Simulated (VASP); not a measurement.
BiPt:

```
Bi Pt
1.0
     4.31500    0.00000    0.00000
    -2.15750    3.73690    0.00000
     0.00000    0.00000    5.49000
Bi Pt
2 2
Direct
  0.33333 0.66667 0.25000
  0.66667 0.33333 0.75000
  0.00000 0.00000 0.00000
  0.00000 0.00000 0.50000
```

| Property | Result |
| --- | --- |
| Program | VASP 6.6.1 |
| Task | relaxation of cell and atoms |
| Functional | PBEsol |
| Potentials or basis | VASP PAW PBE potentials, release 64 (Bi_d, Pt) |
| Cutoff | 600 eV |
| k mesh | 12 × 12 × 7 |
| Occupations | methfessel-paxton, width 0.1 eV |
| Spin | no spin polarisation |

At the start: pressure 2.7 GPa; volume 22.13 Å³/atom.

**Question.** How do energy, volume and symmetry change on relaxing?

**Answer.** Over 6 steps the energy falls by 4.5 meV/atom and the volume is 22.61 Å³/atom (+2.1 %); space group P6_3/mmc (No. 194, to 0.05 Å).

The path:
| step | energy change (eV) | largest force (eV/Å) | pressure (GPa) | volume (Å³) |
| --- | --- | --- | --- | --- |
| 1 | 0.0000 | 0.0000 | 2.74 | 88.52 |
| 2 | 0.0198 | 0.0000 | -3.81 | 93.47 |
| 3 | -0.0166 | 0.0000 | -0.10 | 90.47 |
| 4 | -0.0166 | 0.0000 | -0.06 | 90.43 |
| 5 | -0.0180 | 0.0000 | 0.02 | 90.42 |
| 6 | -0.0181 | 0.0000 | 0.04 | 90.42 |

Final structure:
```
Bi Pt
1.0
     4.36157    0.00000    0.00000
    -2.18079    3.77723    0.00000
     0.00000    0.00000    5.48851
Bi Pt
2 2
Direct
  0.33333 0.66667 0.25000
  0.66667 0.33333 0.75000
  0.00000 0.00000 0.00000
  0.00000 0.00000 0.50000
```

Caveat: the PAW data sets were made with another functional, which shifts forces and pressure a little.
